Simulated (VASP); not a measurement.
Computed with PBE GGA + U (Dudarev), VASP's PBE PAW potentials (set 64) (plane waves; VASP).

VASP ran on this input.

**KPOINTS**
```
Automatic mesh
0
Gamma
13 13 11
0 0 0
```

### POSCAR
```
WC
5.79360
  0.2561619718  -0.4436856186   0.0000000000
  0.2561619718   0.4436856186   0.0000000000
  0.0000000000   0.0000000000   0.5000000000
W C
1 1
Cartesian
  0.0000000000   0.0000000000   0.0000000000
  0.2561619718   0.1478955020   0.2500000000
```

**INCAR**
```
ALGO  =  Normal
EDIFF  =  1E-6
ENCUT  =  520
GGA  =  PE
ISIF  =  2
ISMEAR  =  1
LASPH  =  .True.
LCHARG  =  .False.
LDAU  =  .True.
LDAUJ  =  0 0
LDAUL  =  2 -1
LDAUPRINT  =  1
LDAUTYPE  =  2
LDAUU  =  5.0 0
LMAXMIX  =  2
LORBIT  =  10
LREAL  =  .False.
LWAVE  =  .False.
NELM  =  100
PREC  =  Accurate
SIGMA  =  0.1
SYSTEM  =  WC
```

POTCAR, in this order: W_sv C (PBE.64 set). Program: vasp_std.

Output of the run:

OSZICAR:
```
       N       E                     dE             d eps       ncg     rms          rms(c)
DAV:   1     0.116244193764E+03    0.11624E+03   -0.98310E+03  3276   0.152E+03
DAV:   2    -0.161991030793E+02   -0.13244E+03   -0.12872E+03  3731   0.380E+02
DAV:   3    -0.204711736540E+02   -0.42721E+01   -0.42416E+01  4079   0.629E+01
DAV:   4    -0.205145912545E+02   -0.43418E-01   -0.43401E-01  3616   0.673E+00
DAV:   5    -0.205149899004E+02   -0.39865E-03   -0.39857E-03  3921   0.657E-01    0.279E+01
DAV:   6    -0.169783914228E+02    0.35366E+01   -0.11670E+01  3771   0.340E+01    0.645E+00
DAV:   7    -0.169233585007E+02    0.55033E-01   -0.42914E-01  3496   0.555E+00    0.422E+00
DAV:   8    -0.168914058526E+02    0.31953E-01   -0.12443E-01  3681   0.287E+00    0.803E-01
DAV:   9    -0.168887774065E+02    0.26284E-02   -0.11205E-02  3592   0.684E-01    0.161E-01
DAV:  10    -0.168886786955E+02    0.98711E-04   -0.86834E-04  3561   0.330E-01    0.923E-02
DAV:  11    -0.168886560366E+02    0.22659E-04   -0.13261E-04  3591   0.871E-02    0.117E-02
DAV:  12    -0.168886536850E+02    0.23516E-05   -0.91994E-06  3626   0.261E-02    0.125E-03
DAV:  13    -0.168886537740E+02   -0.88953E-07   -0.22355E-07  1788   0.450E-03
   1 F= -.16888654E+02 E0= -.16888650E+02  d E =-.121755E-04
```

**OUTCAR**
```
------------------------ aborting loop because EDIFF is reached ----------------------------------------
  FORCE on cell =-STRESS in cart. coord.  units (eV):
  Direction    XX          YY          ZZ          XY          YZ          ZX
  --------------------------------------------------------------------------------------
  Total       -0.7741386     -0.7741389     -1.0693817     -0.0000000     -0.0000000      0.0000000
  in kB      -56.1169146    -56.1169319    -77.5189360     -0.0000000     -0.0000000      0.0000000
  external PRESSURE =     -63.2509275 kB  Pullay stress =       0.0000000 kB
  volume of cell :       22.10
      direct lattice vectors                 reciprocal lattice vectors
     1.484100000 -2.570537000  0.000000000     0.336904521 -0.194511886  0.000000000
     1.484100000  2.570537000  0.000000000     0.336904521  0.194511886  0.000000000
     0.000000000  0.000000000  2.896800000     0.000000000  0.000000000  0.345208506
 POSITION                                       TOTAL-FORCE (eV/Angst)
 -----------------------------------------------------------------------------------
      0.00000      0.00000      0.00000         0.000000      0.000000      0.000000
      1.48410      0.85685      1.44840         0.000000      0.000000      0.000000
 -----------------------------------------------------------------------------------
    total drift:                                0.000000     -0.000402      0.000000
  FREE ENERGIE OF THE ION-ELECTRON SYSTEM (eV)
  ---------------------------------------------------
  free  energy   TOTEN  =       -16.8886537740 eV

  energy  without entropy=      -16.8886415985  energy(sigma->0) =      -16.88864972

 total charge

# of ion       s       p       d       tot
------------------------------------------
    1        2.348   6.400   3.158  11.906
    2        0.848   1.551   0.000   2.398
--------------------------------------------------
tot          3.196   7.950   3.158  14.304
```
(Selected blocks of OUTCAR.)

The compound is WC in the wc structure. The cell was not relaxed at this level. The run is one of a series of settings (LDAU = .TRUE., LDAUJ = 0 0, LDAUL = 2 -1, LDAUTYPE = 2, LDAUU = 5.0 0, LMAXMIX = 2 against the base run), some of them coarse on purpose.
